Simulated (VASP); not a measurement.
A run of VASP 6.6.1 is set up as follows.

File INCAR:

```
PREC = Accurate
ENCUT = 600
EDIFF = 1E-7
ISMEAR = 0
SIGMA = 0.1
LREAL = F
LASPH = T
NELM = 80
ALGO = Normal
ISIF = 3
LWAVE = F
LCHARG = F
METAGGA = R2SCAN
LMIXTAU = T
LUSE_VDW = T
IVDW_NL = 2
BPARAM = 11.95
CPARAM = 0.0093
IBRION = 2
NSW = 90
EDIFFG = -0.005
```

Contents of KPOINTS:

```
Automatic mesh
0
Gamma
  15 15 10
```

File POSCAR:

```
Ta2N
1.0
    3.1128615100      0.0000000000      0.0000000000
   -1.5564307500      2.6958171400      0.0000000000
    0.0000000000      0.0000000000      4.8698410000
Ta N
2 1
Direct
    0.6666666700      0.3333333300      0.7452890000
    0.3333333300      0.6666666700      0.2547110000
    0.0000000000      0.0000000000      0.0000000000
```

Potentials or basis: VASP PAW PBE potentials, release 64 (Ta_pv, N).

Launch:

```sh
$ cat potpaw_PBE.64/Ta_pv/POTCAR potpaw_PBE.64/N/POTCAR > POTCAR
$ mpirun -np 1 vasp_std > vasp.out
```

**Question.** Estimate the relaxed cell.

**Answer.** a = 3.072 Å, b = 3.072 Å, c = 4.895 Å, α = 90.00°, β = 90.00°, γ = 120.00°.

**Question.** Estimate the space group after relaxing (to 0.05 Å).

**Answer.** P-3m1 (No. 164).

Step by step:
```
step  energy change (eV)  largest force (eV/Å)  pressure (GPa)  volume (Å³)
   1              0.0000                0.1057           -5.59        40.87
   2              0.0785                0.4849           16.78        38.12
   3             -0.0155                0.2099            0.20        40.05
   4             -0.0155                0.2121            0.32        40.04
   5             -0.0198                0.0351            0.19        40.00
   6             -0.0204                0.0526            0.15        39.98
   7             -0.0204                0.0593            0.15        39.98
   8             -0.0207                0.0057           -0.27        40.04
   9             -0.0207                0.0052           -0.20        40.03
  10             -0.0207                0.0245            0.43        39.95
  11             -0.0208                0.0045            0.00        40.00
```

Caveat: the PAW data sets were made with another functional, which shifts forces and pressure a little; pairwise dispersion overbinds metals, which lowers pressure and volume. Spin-orbit coupling is left out, which matters for the levels of Ta.
